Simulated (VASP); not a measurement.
Input:

```yaml
crystal:
  lattice:
    - [1.60573, -2.78120, 0.00000]
    - [1.60573, 2.78120, 0.00000]
    - [0.00000, 0.00000, 5.10843]
  atoms:
    - { symbol: Mg, position: [0.33333, 0.66667, 0.25000] }
    - { symbol: Mg, position: [0.66667, 0.33333, 0.75000] }
```

The numbers are results of vdW-DF2, VASP's PBE PAW potentials (set 64) (plane waves; VASP 6.6.1), not measurements. Settings: 520 eV cut-off, Gaussian smearing of 0.050 eV, potentials Mg.

Question: Give the energies of bands 1 to 5 at the high-symmetry points, in eV from the Fermi level.

Answer: 
```tsv
band	Γ	M	K	A	L	H
1	-6.99	-2.28	-0.74	-5.55	-1.12	0.14
2	-1.56	-2.18	-0.74	-5.55	-1.12	0.14
3	-1.14	2.68	-0.63	5.33	-0.54	0.70
4	10.71	3.12	4.13	5.33	-0.54	0.70
5	10.72	3.38	4.13	11.49	7.85	1.34
```

It has no gap at this level: it comes out as a metal or semimetal.

The compound is Mg in the hcp structure. It was relaxed first.
